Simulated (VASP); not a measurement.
The input files of a VASP run:

**POSCAR**
```
AlAs
5.7730880
  0.0000000000   0.4999999924   0.4999999924
  0.4999999924   0.0000000000   0.4999999924
  0.4999999924   0.4999999924   0.0000000000
Al As
1 1
Cartesian
  0.0000000000   0.0000000000   0.0000000000
  0.2499999962   0.2499999962   0.2499999962
```

### KPOINTS
```
Automatic mesh
0
Gamma
9 9 9
0 0 0
```

INCAR:
```
SYSTEM = AlAs
PREC = Accurate
ENCUT = 520
EDIFF = 1E-7
NELM = 100
ALGO = Normal
LREAL = .FALSE.
LASPH = .TRUE.
ISMEAR = -5
GGA = RP
LMAXMIX = 4
LWAVE = .FALSE.
LCHARG = .TRUE.
LORBIT = 11
NEDOS = 601
ISIF = 2
```

POTCAR, in this order: Al As (PBE.64 set). Program: vasp_std.

### Question
Write an equivalent input for Quantum ESPRESSO's pw.x.

### Answer
One equivalent input (not run):
```
&CONTROL
  calculation = 'scf'
  pseudo_dir = './pseudo'
  outdir = './out'
  tprnfor = .true.
  tstress = .true.
/
&SYSTEM
  ibrav = 0
  nat = 2
  ntyp = 2
  ecutwfc = 84
  occupations = 'tetrahedra'
  input_dft = 'rpbe'
/
&ELECTRONS
  conv_thr = 7.3e-09
  electron_maxstep = 100
/
ATOMIC_SPECIES
  Al 26.982 Al.upf
  As 74.922 As.upf
CELL_PARAMETERS angstrom
     0.0000000    2.8865440    2.8865440
     2.8865440    0.0000000    2.8865440
     2.8865440    2.8865440    0.0000000
ATOMIC_POSITIONS crystal
  Al   0.0000000  0.0000000  0.0000000
  As   0.2500000  0.2500000  0.2500000
K_POINTS automatic
  9 9 9 0 0 0
```
What does not carry over: the potentials are each code's own (VASP's PAW set, PseudoDojo norm-conserving files in pw.x), so ENCUT and ecutwfc are chosen apart and not converted; conv_thr bounds pw.x's estimated SCF error, while EDIFF bounds the energy change between steps.

The compound is AlAs in the zinc blende structure. It was relaxed first, which changed the volume by +6 %.
